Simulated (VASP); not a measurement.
Input of a VASP 6.6.1 run:

INCAR

```
SYSTEM = Ag
  PREC = Accurate
  ENCUT = 520
  EDIFF = 1E-6
  ISMEAR = 1
  SIGMA = 0.1
  LREAL = .False.
  LASPH = .True.
  NELM = 60
  ALGO = Fast
  ISIF = 2
  LWAVE = .False.
  LCHARG = .True.
  GGA = PE
  IVDW = 12
  LVHAR = .True.
```

KPOINTS

```
regular mesh
0
Gamma
  18 18 18
  0 0 0
```

File POSCAR:

```
Ag                                      
1.0
   -0.0000000000      2.0349333068      2.0349333068
    2.0349333068      0.0000000000      2.0349333068
    2.0349333068      2.0349333068      0.0000000000
  Ag            
     1
Direct
     0.0000000000000000    0.0000000000000000    0.0000000000000000
```

Potentials or basis: VASP PAW PBE potentials, release 64 (Ag).

The run is started by

```bash
$ cat potpaw_PBE.64/Ag/POTCAR > POTCAR
$ mpirun -np 1 vasp_std > vasp.out
```

Task: Estimate the dispersion energy per atom.

Result: -0.596 eV.

Task: Estimate the pressure.

Result: 0.2 GPa.

Task: Predict the band gap on the k mesh.

Result: None (metal or under the smearing width).

Caveat: pairwise dispersion overbinds metals, which lowers pressure and volume.
